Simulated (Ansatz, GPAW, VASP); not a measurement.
**One structure in several programs: RbCl (Fm-3m, 2 atoms in the cell)**

Self-consistent single point.

```
RbCl
1.0
    0.00000     3.29000     3.29000
    3.29000     0.00000     3.29000
    3.29000     3.29000     0.00000
Rb Cl
1 1
Direct
  0.00000   0.00000   0.00000
  0.50000   0.50000   0.50000
```

Shared settings, as Ansatz (an electronic-structure program) writes them: kpoints.mp_grid.grid = 9 9 9; scf.occupations.method = fermi_dirac; scf.occupations.width = 0.0037 Ry. Potentials and cutoffs stand in the table.

```tsv
code	model	pressure (GPa)	gap on the mesh (eV)	cutoff
Ansatz	LDA (PW92), default PAW files made with PBE	-1.61	4.551	30.9 Ry
VASP	LDA (PZ), VASP's LDA PAW potentials (set 64)	–	4.559	300 eV
GPAW	LDA (Perdew-Wang 92), GPAW PAW datasets LDA (gpaw-data 1.0.1)	-1.63	4.551	600 eV
```

A dash marks a value that a program does not give, or that is left out as unsure.

Gaps are read on the mesh.

The spread over the programs that give each value: pressure within 0.02 GPa; gap on the mesh within 0.008 eV.

Ansatz's pressure is given at a fixed set of plane waves, as the other plane-wave codes print theirs. The same LDA comes in different parametrisations, which differ slightly.

VASP's run is marked for a possible Pulay error in its stress at this cutoff; no cutoff test was made.

The starting cell has typed, rounded lattice constants, without a prior relaxation at this level.

Left out of this page: ABINIT, CP2K, Elk, FLEUR and SIESTA (not drawn, or without a comparable value).

Keys are those of Ansatz 0.2.
